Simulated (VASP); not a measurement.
# AlN: structure and properties in VASP, part 4 of 5

What structure does AlN take at this level, and what are its properties? The start is a cell from a database of measured crystal structures.

VASP 6.6.1; r2SCAN; plane waves and PAW (Al, N).

So far, gap on the k-mesh (eV): step 2 (relaxing cell and atoms (r2SCAN)) 4.94; step 5 (total and projected DOS (r2SCAN)) 4.94; step 6 (volume scan with r2SCAN) 5.53; step 7 (volume scan with r2SCAN (run 2)) 5.32.

The database entry behind the starting cell differs from later determinations by our own check (inner coordinate u about 0.002 short), so it need not match the best structure at ambient conditions.

### Step 10. Volume scan with r2SCAN (run 5)

Input file INCAR:

```
SYSTEM = AlN
PREC = Accurate
ENCUT = 520
EDIFF = 1E-06
NELM = 100
ISMEAR = 0
SIGMA = 0.05
LREAL = .FALSE.
ALGO = Normal
METAGGA = R2SCAN
LASPH = .TRUE.
NBANDS = 14
LORBIT = 11
LWAVE = .FALSE.
LCHARG = .FALSE.
KPAR = 4
ISIF = 2
```

Input file POSCAR:

```
AlN
1.0
    3.1248973248      0.0000000000      0.0000000000
   -1.5624486624      2.7062404676      0.0000000000
    0.0000000000      0.0000000000      5.0105865152
Al N
2 2
Direct
    0.3333333333      0.6666666667      0.9992580854
    0.6666666667      0.3333333333      0.4992580854
    0.3333333333      0.6666666667      0.3807419146
    0.6666666667      0.3333333333      0.8807419146
```

Input file KPOINTS:

```
Automatic mesh
0
Gamma
8 8 5
0 0 0
```

PAW data sets: Al and N (PBE family, release 64).

Started as:

```
> mpirun -np 4 vasp_std
```

Output:

```text
[... set-up lines as in an earlier step ...]
 entering main loop
       N       E                     dE             d eps       ncg     rms          rms(c)
DAV:   1     0.356910276491E+02    0.35691E+02   -0.76981E+03   840   0.105E+03
DAV:   2    -0.430964446822E+02   -0.78787E+02   -0.73092E+02  1164   0.211E+02
DAV:   3    -0.470412075081E+02   -0.39448E+01   -0.39321E+01  1140   0.496E+01
DAV:   4    -0.470701874104E+02   -0.28980E-01   -0.28978E-01   912   0.493E+00
[...]
DAV:  10    -0.384465975789E+02   -0.53371E-03   -0.28924E-03  1056   0.381E-01    0.114E-01
DAV:  11    -0.384465220219E+02    0.75557E-04   -0.20245E-04  1080   0.123E-01    0.234E-02
DAV:  12    -0.384465219236E+02    0.98267E-07   -0.99033E-06  1026   0.277E-02
   1 F= -.38446522E+02 E0= -.38446522E+02  d E =-.205073E-12
```

It took 7.4 s on 4 MPI ranks of Intel Xeon 6975P-C (Granite Rapids), shared host; peak memory 0.6 GiB.

Parts of OUTCAR (step 10):

```text
  Total       -1.1023015     -1.1023015     -1.0699469      0.0000000      0.0000000      0.0000000
  in kB      -41.6792869    -41.6792869    -40.4559228      0.0000000      0.0000000      0.0000000
  external PRESSURE =     -41.2714989 kB  Pullay stress =       0.0000000 kB

 POSITION                                       TOTAL-FORCE (eV/Angst)
 -----------------------------------------------------------------------------------
     -0.00000      1.80416      5.00687         0.000000     -0.000000      0.003744
      1.56245      0.90208      2.50158        -0.000000      0.000000      0.003744
     -0.00000      1.80416      1.90774         0.000000     -0.000000     -0.003744
      1.56245      0.90208      4.41303        -0.000000      0.000000     -0.003744
 -----------------------------------------------------------------------------------
    total drift:                               -0.000000     -0.000000     -0.024188

  FREE ENERGIE OF THE ION-ELECTRON SYSTEM (eV)
  ---------------------------------------------------
  free  energy   TOTEN  =       -38.4465219236 eV

  energy  without entropy=      -38.4465219236  energy(sigma->0) =      -38.44652192

[... 1 part as in an earlier step ...]

[... 2 further parts left out ...]
[key lines of the parts left out:]
E-fermi :   5.9668
```

The pressure falls from -0.07 to -4.13 GPa.

The run ends at a pressure of -4.13 GPa, with forces up to 0.0037 eV/Å.

### Step 11. Volume scan with r2SCAN (run 6)

INCAR is that of step 10.

Input file POSCAR:

```
AlN
1.0
    3.1451894345      0.0000000000      0.0000000000
   -1.5725947172      2.7238139500      0.0000000000
    0.0000000000      0.0000000000      5.0431237030
Al N
2 2
Direct
    0.3333333333      0.6666666667      0.9992580854
    0.6666666667      0.3333333333      0.4992580854
    0.3333333333      0.6666666667      0.3807419146
    0.6666666667      0.3333333333      0.8807419146
```

KPOINTS is that of step 10.

Started as:

```
> mpirun -np 4 vasp_std
```

Output:

```text
[... set-up lines as in an earlier step ...]
 entering main loop
       N       E                     dE             d eps       ncg     rms          rms(c)
DAV:   1     0.381327600342E+02    0.38133E+02   -0.76224E+03   840   0.105E+03
DAV:   2    -0.428857881680E+02   -0.81019E+02   -0.73955E+02  1224   0.210E+02
DAV:   3    -0.469728058321E+02   -0.40870E+01   -0.40700E+01  1110   0.490E+01
DAV:   4    -0.470039335637E+02   -0.31128E-01   -0.31124E-01   960   0.502E+00
[...]
DAV:  12    -0.384164753592E+02    0.23089E-05   -0.13393E-05  1044   0.322E-02    0.617E-03
DAV:  13    -0.384164722193E+02    0.31399E-05   -0.38275E-06  1074   0.151E-02    0.384E-03
DAV:  14    -0.384164718878E+02    0.33149E-06   -0.24814E-07   600   0.460E-03
   1 F= -.38416472E+02 E0= -.38416472E+02  d E =-.606652E-17
```

Run time: 12 s. Hardware: 4 MPI ranks; peak memory 0.6 GiB.

From OUTCAR (step 11):

```text
  Total       -2.1221574     -2.1221574     -2.0201935     -0.0000000      0.0000000      0.0000000
  in kB      -78.6981113    -78.6981113    -74.9168795     -0.0000000      0.0000000      0.0000000
  external PRESSURE =     -77.4377007 kB  Pullay stress =       0.0000000 kB

 POSITION                                       TOTAL-FORCE (eV/Angst)
 -----------------------------------------------------------------------------------
     -0.00000      1.81588      5.03938         0.000000      0.000000      0.010778
      1.57259      0.90794      2.51782        -0.000000     -0.000000      0.010778
     -0.00000      1.81588      1.92013         0.000000      0.000000     -0.010778
      1.57259      0.90794      4.44169        -0.000000      0.000000     -0.010778
 -----------------------------------------------------------------------------------
    total drift:                               -0.000000      0.000000     -0.025051

  FREE ENERGIE OF THE ION-ELECTRON SYSTEM (eV)
  ---------------------------------------------------
  free  energy   TOTEN  =       -38.4164718878 eV

  energy  without entropy=      -38.4164718878  energy(sigma->0) =      -38.41647189

[... 1 part as in an earlier step ...]

[... 2 further parts left out ...]
[key lines of the parts left out:]
E-fermi :   5.8375
```

The pressure falls from -4.13 to -7.74 GPa.

The run ends at a pressure of -7.74 GPa, with forces up to 0.011 eV/Å.

### Step 12. Volume scan with r2SCAN (run 7)

A prediction first. A parabola through the 6 pressures of evenly scaled cells so far, P = -0.07 -213.4 t +448 t² GPa with t = ln(V/V₁) and V₁ the volume at scale 1, gives -10.98 GPa at t = +0.0583.

INCAR is that of step 11.

Input file POSCAR:

```
AlN
1.0
    3.1652230283      0.0000000000      0.0000000000
   -1.5826115142      2.7411635512      0.0000000000
    0.0000000000      0.0000000000      5.0752463761
Al N
2 2
Direct
    0.3333333333      0.6666666667      0.9992580854
    0.6666666667      0.3333333333      0.4992580854
    0.3333333333      0.6666666667      0.3807419146
    0.6666666667      0.3333333333      0.8807419146
```

KPOINTS is that of step 11.

Started as:

```
> mpirun -np 4 vasp_std
```

Output:

```text
[... set-up lines as in an earlier step ...]
 entering main loop
       N       E                     dE             d eps       ncg     rms          rms(c)
DAV:   1     0.361470145720E+02    0.36147E+02   -0.76098E+03   840   0.105E+03
DAV:   2    -0.426554443817E+02   -0.78802E+02   -0.72418E+02  1154   0.208E+02
DAV:   3    -0.468896970773E+02   -0.42343E+01   -0.42178E+01  1152   0.505E+01
DAV:   4    -0.469231039674E+02   -0.33407E-01   -0.33402E-01   930   0.521E+00
[...]
DAV:  12    -0.383681410394E+02    0.57621E-05   -0.17274E-05  1026   0.355E-02    0.661E-03
DAV:  13    -0.383681375674E+02    0.34720E-05   -0.39065E-06  1056   0.153E-02    0.491E-03
DAV:  14    -0.383681376528E+02   -0.85370E-07   -0.46053E-07   570   0.602E-03
   1 F= -.38368138E+02 E0= -.38368138E+02  d E =-.429069E-12
```

Run time: 8.6 s. Hardware: 4 MPI ranks; peak memory 0.6 GiB.

From OUTCAR (step 12):

```text
  Total       -3.1020129     -3.1020129     -2.9341236      0.0000000      0.0000000      0.0000000
  in kB     -112.8646121   -112.8646121   -106.7560740      0.0000000      0.0000000      0.0000000
  external PRESSURE =    -110.8284327 kB  Pullay stress =       0.0000000 kB

 POSITION                                       TOTAL-FORCE (eV/Angst)
 -----------------------------------------------------------------------------------
     -0.00000      1.82744      5.07148        -0.000000      0.000000      0.017453
      1.58261      0.91372      2.53386         0.000000     -0.000000      0.017453
     -0.00000      1.82744      1.93236         0.000000      0.000000     -0.017453
      1.58261      0.91372      4.46998        -0.000000      0.000000     -0.017453
 -----------------------------------------------------------------------------------
    total drift:                               -0.000000      0.000000     -0.024743

  FREE ENERGIE OF THE ION-ELECTRON SYSTEM (eV)
  ---------------------------------------------------
  free  energy   TOTEN  =       -38.3681376528 eV

  energy  without entropy=      -38.3681376528  energy(sigma->0) =      -38.36813765

[... 1 part as in an earlier step ...]

[... 2 further parts left out ...]
[key lines of the parts left out:]
E-fermi :   5.6065
```

The pressure falls from -7.74 to -11.08 GPa. The parabola predicted -10.98 GPa, +0.10 GPa off.

### Step 13. Side by side

Times are for 4 MPI ranks of Intel Xeon 6975P-C (Granite Rapids), shared host. The series side by side:

| no. | volume scale | energy above the lowest point (meV/atom) | pressure (GPa) | gap on the k-mesh (eV) | time | memory (GiB) |
| --- | --- | --- | --- | --- | --- | --- |
| 1 | 0.94 | 28.17 | 14.84 | 5.526 | 8.6 s | 0.59 |
| 2 | 0.96 | 12.29 | 9.401 | 5.324 | 14 s | 0.61 |
| 3 | 0.98 | 3.09 | 4.424 | 5.128 | 7.6 s | 0.62 |
| 4 | 1 | 0 | -0.07333 | 4.939 | 9 s | 0.62 |
| 5 | 1.02 | 2.47 | -4.127 | 4.755 | 7.4 s | 0.6 |
| 6 | 1.04 | 9.99 | -7.744 | 4.579 | 12 s | 0.6 |
| 7 | 1.06 | 22.07 | -11.08 | 4.407 | 8.6 s | 0.6 |

### Step 14. Fit for r2SCAN

This step: Birch-Murnaghan fit, r2SCAN; plane waves and PAW (VASP 6.6.1).

No new run; the numbers come from the runs before.

This step gave:

```
pressure derivative of the bulk modulus : 3.744
r.m.s. error of the fit                 : 7.99e-6 eV/atom
minimum inside the sampled range        : yes
bulk modulus                            : 213.1 GPa
equilibrium volume of the fit           : 10.39 Å³/atom
```

Energy above the fitted minimum against volume:

| volume (Å³/atom) | energy above the fitted minimum (eV/atom) |
| --- | --- |
| 9.762 | 0.0282 |
| 9.970 | 0.0123 |
| 10.178 | 0.00309 |
| 10.386 | -6.6e-6 |
| 10.593 | 0.00247 |
| 10.801 | 0.00998 |
| 11.009 | 0.0221 |

The fitted volume lies +0.08 % from the relaxed one. The atoms bear forces along the scan, since they were held; freeing them would lower the modulus.

### Step 15. Independent-particle dielectric function (r2SCAN)

This step: r2SCAN; plane waves and PAW (Al, N) (VASP 6.6.1).

LOPTICS sums transitions from filled to empty bands. The mesh is finer than in the run before. NBANDS is raised for it.

Changes to INCAR since step 12:

```diff
@@ -11,3 +11,3 @@
 LASPH = .TRUE.
-NBANDS = 14
+NBANDS = 40
 LORBIT = 11
@@ -16,2 +16,4 @@
 KPAR = 4
-ISIF = 2
+LOPTICS = .TRUE.
+NEDOS = 1500
+CSHIFT = 0.1
```

Input file POSCAR:

```
AlN
1.0
    3.1043381946      0.0000000000      0.0000000000
   -1.5521690973      2.6884357385      0.0000000000
    0.0000000000      0.0000000000      4.9776211759
Al N
2 2
Direct
    0.3333333333      0.6666666667      0.9992580854
    0.6666666667      0.3333333333      0.4992580854
    0.3333333333      0.6666666667      0.3807419146
    0.6666666667      0.3333333333      0.8807419146
```

Input file KPOINTS:

```
Automatic mesh
0
Gamma
12 12 7
0 0 0
```

Started as:

```
> mpirun -np 4 vasp_std
```

Output:

```text
[... set-up lines as in an earlier step ...]
 entering main loop
       N       E                     dE             d eps       ncg     rms          rms(c)
DAV:   1     0.330870010491E+02    0.33087E+02   -0.60751E+03  6080   0.372E+02
DAV:   2    -0.446160497143E+02   -0.77703E+02   -0.73199E+02  7696   0.118E+02
DAV:   3    -0.471028899805E+02   -0.24868E+01   -0.24648E+01  7496   0.183E+01
DAV:   4    -0.471203470262E+02   -0.17457E-01   -0.17454E-01  7392   0.158E+00
DAV:   5    -0.471205982741E+02   -0.25125E-03   -0.25125E-03  7656   0.193E-01    0.126E+01
DAV:   6    -0.381452764258E+02    0.89753E+01   -0.91234E-01  7104   0.814E+00    0.482E+00
DAV:   7    -0.384229649981E+02   -0.27769E+00   -0.66269E-01  6752   0.312E+00    0.345E+00
DAV:   8    -0.384629913132E+02   -0.40026E-01   -0.50291E-02  6928   0.110E+00    0.155E+00
DAV:   9    -0.384561946457E+02    0.67967E-02   -0.36317E-03  7224   0.429E-01    0.309E-01
DAV:  10    -0.384564066591E+02   -0.21201E-03   -0.11460E-03  7728   0.129E-01    0.516E-02
DAV:  11    -0.384564458673E+02   -0.39208E-04   -0.88612E-06  7448   0.126E-02    0.223E-02
DAV:  12    -0.384564494171E+02   -0.35498E-05   -0.13202E-06  7224   0.493E-03    0.785E-03
DAV:  13    -0.384564458371E+02    0.35800E-05   -0.11692E-07  4992   0.217E-03    0.128E-03
DAV:  14    -0.384564469318E+02   -0.10948E-05   -0.24459E-08  4512   0.791E-04    0.628E-04
DAV:  15    -0.384564466111E+02    0.32068E-06   -0.15533E-09  4264   0.142E-04
   1 F= -.38456447E+02 E0= -.38456447E+02  d E =-.755883E-11
 optical routines
 imaginary and real dielectric function
 direction            1
 direction            2
 direction            3
```

Run time: 41 s. Hardware: 4 MPI ranks; peak memory 1.1 GiB; 2.7 min of CPU time.

OUTCAR, selected parts (step 15):

```text
   k-points           NKPTS =     76   k-points in BZ     NKDIM =     76   number of bands    NBANDS=     40

   NELECT =      16.0000    total number of electrons

 E-fermi :   6.1245

 k-point     1 :       0.0000    0.0000    0.0000
  band No.  band energies     occupation
    ...
      4       5.0522      2.00000
      5       5.0522      2.00000
      6       5.7116      2.00000
      7       5.7116      2.00000
      8       5.9300      2.00000
      9      10.8696      0.00000
     10      13.4951      0.00000
     11      17.5608      0.00000
     12      17.9975      0.00000
     13      17.9975      0.00000
    ...

  Total        0.0104500      0.0104500     -0.0326589      0.0000000      0.0000000      0.0000000
  in kB        0.4030273      0.4030273     -1.2595667      0.0000000      0.0000000      0.0000000
  external PRESSURE =      -0.1511707 kB  Pullay stress =       0.0000000 kB

 POSITION                                       TOTAL-FORCE (eV/Angst)
 -----------------------------------------------------------------------------------
     -0.00000      1.79229      4.97393         0.000000      0.000000     -0.004185
      1.55217      0.89615      2.48512        -0.000000      0.000000     -0.004185
     -0.00000      1.79229      1.89519         0.000000      0.000000      0.004185
      1.55217      0.89615      4.38400         0.000000     -0.000000      0.004185
 -----------------------------------------------------------------------------------
    total drift:                               -0.000000     -0.000000     -0.024952

  FREE ENERGIE OF THE ION-ELECTRON SYSTEM (eV)
  ---------------------------------------------------
  free  energy   TOTEN  =       -38.4564466111 eV

  energy  without entropy=      -38.4564466111  energy(sigma->0) =      -38.45644661

 plasma frequency squared (from intraband transitions) (eV^2)
  --------------------------------------------------------------------------------------
       0.000       0.000       0.000
       0.000       0.000       0.000
       0.000       0.000       0.000

[... 9 parts as in an earlier step ...]

[... 7 further parts left out ...]
```

These are independent-particle spectra without excitons or local fields, and fine structure depends on the mesh and on CSHIFT.

Numbers from this step:

| Property | Result |
| --- | --- |
| SCF cycles | 15 |
| bands | 40 |
| irreducible k-points | 76 |
| free energy (TOTEN) | -38.46 eV |
| Fermi energy | 6.125 eV |
| pressure | -0.01512 GPa |
| gap on the k-mesh | 4.940 eV |
| least direct gap on the k-mesh | 4.940 eV |

The imaginary dielectric function has structure finer than the step of the table below, so its rows give means over 0.5 eV, whole bins alone (the curve runs from 0 to 25.0 eV). Peaks (eV: height): xx 8.83: 8.18, 9.31: 6.72, 11.82: 5.96, 12.74: 5.43; zz 7.43: 8.67, 9.55: 4.83, 10.52: 7.67, 12.74: 6.20.

The imaginary dielectric function by photon energy; means over each step:

| photon energy (eV) | xx | zz |
| --- | --- | --- |
| 0.5 | 0.00340 | 0.00390 |
| 1.0 | 0.00697 | 0.00803 |
| 1.5 | 0.0108 | 0.0125 |
| 2.0 | 0.0153 | 0.0177 |
| 2.5 | 0.0205 | 0.0240 |
| 3.0 | 0.0271 | 0.0322 |
| 3.5 | 0.0360 | 0.0435 |
| 4.0 | 0.0491 | 0.0611 |
| 4.5 | 0.0730 | 0.103 |
| 5.0 | 0.190 | 0.301 |
| 5.5 | 0.550 | 0.716 |
| 6.0 | 0.878 | 1.13 |
| 6.5 | 1.56 | 2.02 |
| 7.0 | 2.74 | 5.43 |
| 7.5 | 5.09 | 8.23 |
| 8.0 | 6.52 | 7.55 |
| 8.5 | 7.35 | 6.68 |
| 9.0 | 6.89 | 3.49 |
| 9.5 | 6.14 | 4.14 |
| 10.0 | 4.22 | 4.02 |
| 10.5 | 4.06 | 6.62 |
| 11.0 | 4.36 | 5.02 |
| 11.5 | 5.25 | 4.98 |
| 12.0 | 5.08 | 3.83 |
| 12.5 | 4.78 | 5.02 |
| 13.0 | 4.99 | 5.06 |
| 13.5 | 4.70 | 4.32 |
| 14.0 | 4.20 | 4.05 |
| 14.5 | 3.46 | 2.80 |
| 15.0 | 2.95 | 2.70 |
| 15.5 | 2.28 | 2.11 |
| 16.0 | 1.96 | 1.97 |
| 16.5 | 1.37 | 1.48 |
| 17.0 | 1.27 | 1.32 |
| 17.5 | 1.02 | 0.949 |
| 18.0 | 0.993 | 0.928 |
| 18.5 | 0.764 | 0.840 |
| 19.0 | 0.554 | 0.530 |
| 19.5 | 0.452 | 0.361 |
| 20.0 | 0.434 | 0.516 |
| 20.5 | 0.406 | 0.406 |
| 21.0 | 0.401 | 0.421 |
| 21.5 | 0.302 | 0.345 |
| 22.0 | 0.317 | 0.417 |
| 22.5 | 0.310 | 0.401 |
| 23.0 | 0.281 | 0.325 |
| 23.5 | 0.258 | 0.321 |
| 24.0 | 0.239 | 0.285 |
| 24.5 | 0.262 | 0.295 |

The real dielectric function by photon energy:

| photon energy (eV) | xx | zz |
| --- | --- | --- |
| 0.0 | 4.10 | 4.27 |
| 0.5 | 4.11 | 4.28 |
| 1.0 | 4.14 | 4.31 |
| 1.5 | 4.18 | 4.36 |
| 2.0 | 4.24 | 4.43 |
| 2.5 | 4.33 | 4.54 |
| 3.0 | 4.45 | 4.68 |
| 3.5 | 4.61 | 4.86 |
| 4.0 | 4.82 | 5.12 |
| 4.5 | 5.11 | 5.49 |
| 5.0 | 5.58 | 5.98 |
| 5.5 | 6.24 | 6.17 |
| 6.0 | 6.03 | 7.03 |
| 6.5 | 7.54 | 8.27 |
| 7.0 | 7.81 | 9.30 |
| 7.5 | 7.40 | 5.91 |
| 8.0 | 5.58 | 3.61 |
| 8.5 | 4.75 | 0.939 |
| 9.0 | 1.23 | 0.899 |
| 9.5 | 1.15 | 2.89 |
| 10.0 | 0.728 | 4.14 |
| 10.5 | 1.51 | 2.55 |
| 11.0 | 2.43 | 0.715 |
| 11.5 | 2.16 | 0.919 |
| 12.0 | 0.0403 | 0.298 |
| 12.5 | 0.716 | 2.11 |
| 13.0 | -0.0477 | -0.871 |
| 13.5 | -0.954 | -0.621 |
| 14.0 | -1.40 | -1.86 |
| 14.5 | -1.44 | -1.52 |
| 15.0 | -1.88 | -1.49 |
| 15.5 | -1.62 | -1.24 |
| 16.0 | -1.93 | -1.48 |
| 16.5 | -1.38 | -1.19 |
| 17.0 | -1.43 | -1.45 |
| 17.5 | -0.887 | -0.898 |
| 18.0 | -0.933 | -0.850 |
| 18.5 | -0.904 | -0.919 |
| 19.0 | -0.660 | -0.681 |
| 19.5 | -0.464 | -0.383 |
| 20.0 | -0.364 | -0.269 |
| 20.5 | -0.235 | -0.249 |
| 21.0 | -0.200 | -0.0966 |
| 21.5 | -0.0676 | -0.0417 |
| 22.0 | 0.0315 | 0.0813 |
| 22.5 | 0.0791 | 0.0542 |
| 23.0 | 0.140 | 0.119 |
| 23.5 | 0.185 | 0.130 |
| 24.0 | 0.256 | 0.224 |
| 24.5 | 0.368 | 0.269 |

The mean of ε2 over directions passes 5 % of its top at 5.31 eV, against a least direct gap of 4.94 eV on this mesh, so the first direct transitions are weak, forbidden or few.

(Continued in part 5 of 5.)

[Lines on the potential files, build, host, timing and source positions are cut from VASP's logs without a mark.]

[Logs are printed without paths, hosts, clocks, repeated set-up lines and the standing remarks that a program may print on its own settings, such as how far it seeks lower states.]

[Hosts, paths, dates, database ids (printed as entryN), source tags and the programs' standing remarks are cut or masked in the printed files.]

[A measured line is paired with the nearest computed mode of its activity, which favours agreement.]
